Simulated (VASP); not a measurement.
Consider the following.

```
CELL_PARAMETERS angstrom
      0.00000     3.33941     3.33941
      3.33941     0.00000     3.33941
      3.33941     3.33941     0.00000
ATOMIC_POSITIONS crystal
  Hg 0.00000 0.00000 0.00000
  Te 0.25000 0.25000 0.25000
```

Calculation: PBE GGA with D3 dispersion (Becke-Johnson damping), VASP's PBE PAW potentials (set 64) (plane waves; VASP). Run with 520 eV cut-off, 10×10×10 Γ-centred mesh, first-order Methfessel-Paxton smearing of 0.10 eV, potentials Hg Te.

Unless said otherwise, spin-orbit coupling is left out, though it shifts the bands of the heavy elements here.

Q: Predict the energy per atom (σ→0), pressure, band gap (on the k-mesh) with the smallest direct gap where there is one.

A: 
band gap (on the k-mesh): none (metal, semimetal or under 0.01 eV)
energy per atom (σ→0): -2.146 eV/atom
pressure: -2.02 GPa

The absolute energy has meaning only against runs of the same code, potentials and settings.

The compound is HgTe in the zinc blende structure. This cell is one point of a volume scan, at 1.06 of the reference volume.
